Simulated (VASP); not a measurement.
The input files of a VASP run:

**POSCAR**
```
K2S
1
   -0.0000000000     3.6664002565     3.6664002565
    3.6664002565     0.0000000000     3.6664002565
    3.6664002565     3.6664002565     0.0000000000
K S
2 1
Direct
  0.2500000000   0.2500000000   0.2500000000
  0.7500000000   0.7500000000   0.7500000000
  0.0000000000   0.0000000000   0.0000000000
```

INCAR:
```
SYSTEM = K2S
PREC = Accurate
ENCUT = 520
EDIFF = 1E-6
NELM = 100
ALGO = Normal
LREAL = .FALSE.
LASPH = .TRUE.
ISMEAR = 0
SIGMA = 0.05
GGA = PE
IVDW = 12
LWAVE = .FALSE.
LCHARG = .FALSE.
IBRION = 2
ISIF = 3
NSW = 60
EDIFFG = -0.02
```

### KPOINTS
```
Automatic mesh
0
Gamma
5 5 5
0 0 0
```

POTCAR, in this order: K_sv S (PBE.64 set). Program: vasp_std.

Question: Translate this PBE-D3(BJ) calculation to Quantum ESPRESSO's pw.x.

Answer: One equivalent input (not run):
```
&CONTROL
  calculation = 'vc-relax'
  pseudo_dir = './pseudo'
  outdir = './out'
  tprnfor = .true.
  tstress = .true.
  nstep = 60
  forc_conv_thr = 0.00078
/
&SYSTEM
  ibrav = 0
  nat = 3
  ntyp = 2
  ecutwfc = 74
  occupations = 'smearing'
  smearing = 'gaussian'
  degauss = 0.003675
  input_dft = 'pbe'
  vdw_corr = 'grimme-d3'
  dftd3_version = 4
  dftd3_threebody = .false.
/
&ELECTRONS
  conv_thr = 7.3e-08
  electron_maxstep = 100
/
&IONS
/
&CELL
/
ATOMIC_SPECIES
  K 39.098 K.upf
  S 32.060 S.upf
CELL_PARAMETERS angstrom
    -0.0000000    3.6664003    3.6664003
     3.6664003    0.0000000    3.6664003
     3.6664003    3.6664003    0.0000000
ATOMIC_POSITIONS crystal
  K    0.2500000  0.2500000  0.2500000
  K    0.7500000  0.7500000  0.7500000
  S    0.0000000  0.0000000  0.0000000
K_POINTS automatic
  5 5 5 0 0 0
```
The two are equivalent in intent, not identical: the potentials are each code's own (VASP's PAW set, PseudoDojo norm-conserving files in pw.x), so ENCUT and ecutwfc are chosen apart and not converted; conv_thr bounds pw.x's estimated SCF error, while EDIFF bounds the energy change between steps; forc_conv_thr acts on force components and is met together with etot_conv_thr.

The compound is K2S in the antifluorite structure. It was relaxed first. The start is the result of an earlier pass.
